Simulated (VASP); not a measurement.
# Hg3GeS (Pm-3m) in VASP: a series of runs

Runs on Hg3GeS. Level: LDA. Tasks: single point.

Program: VASP 6.6.1. These are calculated values, not measurements. Logs are shortened: lines on timing, memory, paths and dates and some standing lists are left out, and cuts for length are marked.

**1. The crystal as given**

The structure is cubic, space group Pm-3m (No. 221). The conventional cell has a = 5.050 Å, b = 5.050 Å, c = 5.050 Å, α = 90.00°, β = 90.00°, γ = 90.00°. Around Ge (site symmetry m-3m) lie 12 Hg at 3.57 Å. S (site symmetry m-3m) is surrounded by 6 Hg at 2.53 Å. Around Hg (site symmetry 4/mmm) lie 2 S at 2.53 Å.

The cell comes from a database or a generator and needn't be the stable form of this composition.

**2. Single point, LDA**

The input, INCAR:

```
PREC = Accurate
ENCUT = 520
EDIFF = 1E-7
ISMEAR = 0
SIGMA = 0.05
LREAL = F
LASPH = T
NELM = 100
ALGO = Normal
ISIF = 2
LWAVE = F
LCHARG = T
LELF = T
LVHAR = T
NBANDS = 36
```

The input, KPOINTS:

```
regular mesh
0
Gamma
  4 4 4
```

The input, POSCAR:

```
Hg3GeS
1.0
    5.0503241252      0.0000000000      0.0000000000
    0.0000000000      5.0503241252      0.0000000000
    0.0000000000      0.0000000000      5.0503241252
Ge S Hg
1 1 3
Direct
    0.0000000000      0.0000000000      0.0000000000
    0.5000000000      0.5000000000      0.5000000000
    0.5000000000      0.5000000000      0.0000000000
    0.5000000000      0.0000000000      0.5000000000
    0.0000000000      0.5000000000      0.5000000000
```

Potentials or basis: VASP PAW LDA potentials, release 64 (Ge_d, S, Hg).

Launch:

```
cat potpaw_LDA.64/Ge_d/POTCAR potpaw_LDA.64/S/POTCAR potpaw_LDA.64/Hg/POTCAR > POTCAR
mpirun -np 1 vasp_std > vasp.out
```

OUTCAR:

```text
PREC = Accurate
   ENCUT = 520
   EDIFF = 1E-7
   ISMEAR = 0
   LREAL = F
   LASPH = T
   NELM = 100
   ISIF = 2

 ion  position               nearest neighbor table
   1  0.000  0.000  0.000-
   2  0.500  0.500  0.500-   3 2.53   4 2.53   5 2.53   3 2.53   4 2.53   5 2.53
   3  0.500  0.500  0.000-   2 2.53   2 2.53   5 3.57   4 3.57   4 3.57   5 3.57   4 3.57   4 3.57
                             5 3.57   5 3.57
   4  0.500  0.000  0.500-   2 2.53   2 2.53   5 3.57   3 3.57   3 3.57   3 3.57   5 3.57   3 3.57
                             5 3.57   5 3.57
   5  0.000  0.500  0.500-   2 2.53   2 2.53   4 3.57   3 3.57   4 3.57   3 3.57   3 3.57   4 3.57
                             3 3.57   4 3.57

  LATTYP: Found a simple cubic cell.
 ALAT       =     5.0503241252

  Lattice vectors:

 A1 = (   5.0503241252,   0.0000000000,   0.0000000000)
 A2 = (   0.0000000000,   5.0503241252,   0.0000000000)
 A3 = (   0.0000000000,   0.0000000000,   5.0503241252)

Analysis of symmetry for initial positions (statically):
=====================================================================
 Subroutine PRICEL returns:
 Original cell was already a primitive cell.

 Routine SETGRP: Setting up the symmetry group for a
 simple cubic supercell.

 Subroutine GETGRP returns: Found 48 space group operations
 (whereof 48 operations were pure point group operations)
 out of a pool of 48 trial point group operations.

The static configuration has the point symmetry O_h .

Analysis of symmetry for dynamics (positions and initial velocities):
=====================================================================
 Subroutine PRICEL returns:
 Original cell was already a primitive cell.

 Routine SETGRP: Setting up the symmetry group for a
 simple cubic supercell.

 Subroutine GETGRP returns: Found 48 space group operations
 (whereof 48 operations were pure point group operations)
 out of a pool of 48 trial point group operations.

The dynamic configuration has the point symmetry O_h .

 Subroutine INISYM returns: Found 48 space group operations
 (whereof 48 operations are pure point group operations),
 and found     1 'primitive' translations

----------------------------------------------------------------------------------------

                                     Primitive cell

  volume of cell :     128.8124
[... 67 lines left out ...]
   ions per type =               1   1   3
   NGX,Y,Z   is equivalent  to a cutoff of  13.17, 13.17, 13.17 a.u.
   NGXF,Y,Z  is equivalent  to a cutoff of  26.33, 26.33, 26.33 a.u.
 SYSTEM =  unknown system
   PREC   = accura    normal or accurate (medium, high low for compatibility)
   ISTART =      0    job   : 0-new  1-cont  2-samecut
   ICHARG =      2    charge: 1-file 2-atom 10-const
   ISPIN  =      1    spin polarized calculation?
   LNONCOLLINEAR =      F non collinear calculations
   LSORBIT =      F    spin-orbit coupling
   LASPH  =      T    aspherical Exc in radial PAW
   ENCUT  =  520.0 eV  38.22 Ry    6.18 a.u.   9.39  9.39  9.39*2*pi/ulx,y,z
   NELM   =    100;   NELMIN=  2; NELMDL= -5     # of ELM steps
   EDIFF  = 0.1E-06   stopping-criterion for ELM
[... 8 lines left out ...]
   TEBEG  =    0.0;   TEEND  =   0.0 temperature during run
   PSTRESS=    0.0 pullay stress
   NELECT =      56.0000    total number of electrons
   NUPDOWN=      -1.0000    fix difference up-down
   EMIN   =  10.00;   EMAX   =-10.00  energy-range for DOS
[... 5 lines left out ...]
     AMIX     =   0.40;   BMIX     =  1.00
     AMIX_MAG =   1.60;   BMIX_MAG =  1.00
  volume/ion in A,a.u.               =      25.76       173.85
  Fermi-wavevector in a.u.,A,eV,Ry     =   1.240181  2.343601 20.926411  1.538048
  Thomas-Fermi vector in A             =   2.374632
   LORBIT       =      0    0 simple, 1 ext, 2 COOP (PROOUT), +10 PAW based schemes
   GGA     = CA    functional components
   LHFCALC =     F    Hartree Fock is set to
   AEXX    =    0.0000 exact exchange contribution
   IVDW    =     0    specifies the selected vdW correction
   LEPSILON=     F    determine dielectric tensor
   LRPA    =     F    only Hartree local field effects (RPA)
 non-spin polarized calculation
 Gauss-broadening in eV      SIGMA  =   0.05
  energy-cutoff  :      520.00
  volume of cell :      128.81
 maximum number of plane-waves:      3495
 NGX is ok and might be reduce to    40
   NGX = 19   NGY = 19   NGZ = 19

 number of electron      56.0000008 magnetization

 Free energy of the ion-electron system (eV)
  ---------------------------------------------------
  ext. energy  EPLUGINS =         0.00000000
  ---------------------------------------------------
  free energy    TOTEN  =        -9.18770263 eV

  energy without entropy =       -9.17618568  energy(sigma->0) =       -9.18194415

 E-fermi :   2.6379     XC(G=0): -10.1572

 val. band max:        2.6261261470   @ k =   0.2500   0.0000   0.0000
 cond. band min:       2.6600540457   @ k =   0.5000   0.2500   0.2500
 fundamental gap:      0.0339278986
 Fermi energy:         2.6379174310

 k-point     1 :       0.0000    0.0000    0.0000
  band No.  band energies     occupation
      1     -22.4659      2.00000
      2     -22.4659      2.00000
      3     -22.4659      2.00000
      4     -22.4650      2.00000
      5     -22.4650      2.00000
      6     -12.3022      2.00000
[... 379 lines left out ...]
     35       7.3377      0.00000
     36       8.5482      0.00000

------------------------ aborting loop because EDIFF is reached ----------------------------------------

  FORCE on cell =-STRESS in cart. coord.  units (eV):
  Direction    XX          YY          ZZ          XY          YZ          ZX
  --------------------------------------------------------------------------------------
  -------------------------------------------------------------------------------------
  Total        0.3724428      0.3724428      0.3724428      0.0000000      0.0000000     -0.0000000
  in kB        4.6324679      4.6324679      4.6324679      0.0000000      0.0000000     -0.0000000
  external PRESSURE =       4.6324679 kB  Pullay stress =       0.0000000 kB

 VOLUME and BASIS-vectors are now :
 -----------------------------------------------------------------------------
  energy-cutoff  :      520.00
  volume of cell :      128.81
      direct lattice vectors                 reciprocal lattice vectors
     5.050324125  0.000000000  0.000000000     0.198007093  0.000000000  0.000000000
     0.000000000  5.050324125  0.000000000     0.000000000  0.198007093  0.000000000
     0.000000000  0.000000000  5.050324125     0.000000000  0.000000000  0.198007093

 POSITION                                       TOTAL-FORCE (eV/Angst)
 -----------------------------------------------------------------------------------
      0.00000      0.00000      0.00000         0.000000      0.000000      0.000000
      2.52516      2.52516      2.52516         0.000000      0.000000      0.000000
      2.52516      2.52516      0.00000         0.000000      0.000000      0.000000
      2.52516      0.00000      2.52516         0.000000      0.000000      0.000000
      0.00000      2.52516      2.52516         0.000000      0.000000      0.000000
 -----------------------------------------------------------------------------------
    total drift:                               -0.000000     -0.000000     -0.000000

  FREE ENERGIE OF THE ION-ELECTRON SYSTEM (eV)
  ---------------------------------------------------
  free  energy   TOTEN  =        -9.1877026324 eV

  energy  without entropy=       -9.1761856754  energy(sigma->0) =       -9.18194415
```

Wall time 34 s (1 thread of Intel Xeon 6975P-C (Granite Rapids), shared host); peak memory 0.21 GiB.

Results:

```yaml
Free_energy: -9.1877 eV
Pressure: 0.5 GPa
Band_gap_on_the_k_mesh: none (metal or under the smearing width)
```

Levels at points of the mesh, in eV from the Fermi level:
```
           k point  band 26  band 27  band 28  band 29  band 30  band 31
(0.00, 0.00, 0.00)    -2.17    -2.09    -2.09    -0.15    -0.15    -0.15
(0.50, 0.00, 0.00)    -3.53    -1.97     0.11     0.11     2.45     2.45
(0.50, 0.50, 0.00)    -2.72     0.03     0.03     0.71     0.90     3.01
(0.50, 0.50, 0.50)    -2.16    -2.16    -2.16     2.70     2.70     2.70
```

**3. Single point, LDA**

This run uses another cell than the first one, of 28.46 Å³/atom, 1.105 times its volume.

The input, INCAR:

```
  ALGO = Normal
  EDIFF = 1E-7
  ENCUT = 520
  GGA = CA
  ISIF = 2
  ISMEAR = 0
  LASPH = T
  LCHARG = T
  LELF = T
  LREAL = F
  LVHAR = T
  LWAVE = F
  NBANDS = 36
  NELM = 100
  PREC = Accurate
  SIGMA = 0.05
```

The input, KPOINTS:

```
k-points
0
Gamma
  4 4 4
```

POSCAR: that of step 2 with these lines changed.

```diff
@@ -2,5 +2,5 @@
 1.0
-    5.0503241252      0.0000000000      0.0000000000
-    0.0000000000      5.0503241252      0.0000000000
-    0.0000000000      0.0000000000      5.0503241252
+    5.2209877476      0.0000000000      0.0000000000
+    0.0000000000      5.2209877476      0.0000000000
+    0.0000000000      0.0000000000      5.2209877476
 Ge S Hg
```

Potentials or basis: VASP PAW LDA potentials, release 64 (Ge_d, S, Hg).

Launch:

```
cat potpaw_LDA.64/Ge_d/POTCAR potpaw_LDA.64/S/POTCAR potpaw_LDA.64/Hg/POTCAR > POTCAR
mpirun -np 1 vasp_std > vasp.out
```

It took 39 s on 1 thread of Intel Xeon 6975P-C (Granite Rapids), shared host; peak memory 0.22 GiB.

Results (log left out):

- Free energy: -9.0727 eV
- Pressure: -3.0 GPa
- Band gap on the k mesh: none (metal or under the smearing width)

Levels at points of the mesh, in eV from the Fermi level:
```
           k point  band 25  band 26  band 27  band 28  band 29  band 30  band 31  band 32
(0.00, 0.00, 0.00)    -4.31    -2.48    -2.06    -2.06    -0.08    -0.08    -0.08     5.26
(0.50, 0.00, 0.00)    -3.68    -3.48    -1.94     0.12     0.12     2.04     2.08     3.10
(0.50, 0.50, 0.00)    -3.20    -2.63    -0.01    -0.01     0.75     0.88     2.91     2.91
(0.50, 0.50, 0.50)    -4.20    -1.79    -1.79    -1.79     2.30     2.30     2.30     4.28
```

The run has no spin-orbit coupling, so splittings on Hg are missing.

**4. Single point, LDA**

This run uses another cell than the first one, of 37.43 Å³/atom, 1.453 times its volume.

The input, INCAR:

```
  PREC = Accurate
  ENCUT = 520
  EDIFF = 1E-7
  ISMEAR = 0
  SIGMA = 0.05
  LREAL = False
  LASPH = True
  NELM = 100
  ALGO = Normal
  ISIF = 2
  LWAVE = False
  LCHARG = True
  LELF = True
  LVHAR = True
  NBANDS = 36
```

The input, KPOINTS:

```
Automatic mesh
0
Gamma
  4 4 4
```

POSCAR: that of step 3 with these lines changed.

```diff
@@ -2,5 +2,5 @@
 1.0
-    5.2209877476      0.0000000000      0.0000000000
-    0.0000000000      5.2209877476      0.0000000000
-    0.0000000000      0.0000000000      5.2209877476
+    5.7200000000      0.0000000000      0.0000000000
+    0.0000000000      5.7200000000      0.0000000000
+    0.0000000000      0.0000000000      5.7200000000
 Ge S Hg
```

Launch:

```
cat potpaw_LDA.64/Ge_d/POTCAR potpaw_LDA.64/S/POTCAR potpaw_LDA.64/Hg/POTCAR > POTCAR
mpirun -np 1 vasp_std > vasp.out
```

It took 53 s on 1 thread of Intel Xeon 6975P-C (Granite Rapids), shared host; peak memory 0.28 GiB.

Results (log left out):

```
Free energy            : -7.6678 eV
Pressure               : -5.9 GPa
Band gap on the k mesh : none (metal or under the smearing width)
```

Levels at points of the mesh, in eV from the Fermi level:
```
           k point  band 26  band 27  band 28  band 29  band 30  band 31
(0.00, 0.00, 0.00)    -2.86    -1.93    -1.93     0.04     0.04     0.04
(0.50, 0.00, 0.00)    -2.57    -1.84     0.13     0.13     1.17     1.32
(0.50, 0.50, 0.00)    -2.33    -0.04    -0.04     0.45     1.37     1.81
(0.50, 0.50, 0.50)    -0.98    -0.98    -0.98     1.45     1.45     1.45
```

Spin-orbit coupling is left out, which matters for the levels of Hg.

**5. The runs side by side**

```tsv
cell	gap on the mesh (eV)	pressure (GPa)
Pm-3m, 25.76 Å³/atom	none	0.5
Pm-3m, 28.46 Å³/atom	none	-3.0
Pm-3m, 37.43 Å³/atom	none	-5.9
```

Alike in all rows: task single point; level LDA; potentials or basis VASP PAW LDA potentials, release 64 (Ge_d, S, Hg); no spin polarisation; k mesh 4 × 4 × 4; cutoff (eV) 520; smearing gaussian 0.05 eV.

Every run on the cell as given and a fine mesh finds a metal.

Absolute energies hang on the potentials; compare differences alone.
